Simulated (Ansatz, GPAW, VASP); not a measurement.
**Code comparison for LaTl₃ (Pm-3m, 4 atoms in the cell)**

Self-consistent single point.

```
LaTl3
1.0
    4.91883     0.00000     0.00000
    0.00000     4.91883     0.00000
    0.00000     0.00000     4.91883
La Tl
1 3
Direct
  0.00000   0.00000   0.00000
  0.00000   0.50000   0.50000
  0.50000   0.00000   0.50000
  0.50000   0.50000   0.00000
```

Shared settings, as Ansatz (a quantum-chemistry and plane-wave program) writes them: kpoints.mp_grid.grid = 6 6 6; scf.occupations.method = fermi_dirac; scf.occupations.width = 0.136 eV. Potentials and cutoffs stand in the table.

| code | model | pressure (GPa) | cutoff |
|---|---|---|---|
| VASP | LDA (PZ), VASP's LDA PAW potentials (set 64) | -5.44 | 300 eV |
| Ansatz | LDA (PW92), PAW files made with PBE | -5.05 | 420 eV |
| GPAW | LDA (Perdew-Wang 92), GPAW PAW datasets LDA (gpaw-data 1.0.1) | -5.31 | 850 eV |

On Ansatz's run: spin-orbit coupling is off.

The spread over the programs that give each value: pressure within 0.39 GPa.

Ansatz's pressure is given at a fixed set of plane waves, as the other plane-wave codes print theirs. The same LDA comes in different parametrisations, which differ slightly.

On the base mesh (9 9 9) the same programs gave: GPAW pressure -5.23 GPa; Ansatz pressure -4.98 GPa; VASP pressure -5.37 GPa.

VASP's run is marked for a possible Pulay error in its stress at this cutoff; no cutoff test was made.

The starting cell comes from a database of computed structures (which also holds hypothetical and non-ambient phases and stackings), without a prior relaxation at this level. Its lattice was rescaled by a random factor within 2.5 % of one.

Left out of this page: Quantum ESPRESSO and Elk (not drawn, or without a comparable value); ABINIT (with a known weakness of the program).

Keys are those of Ansatz 0.2.
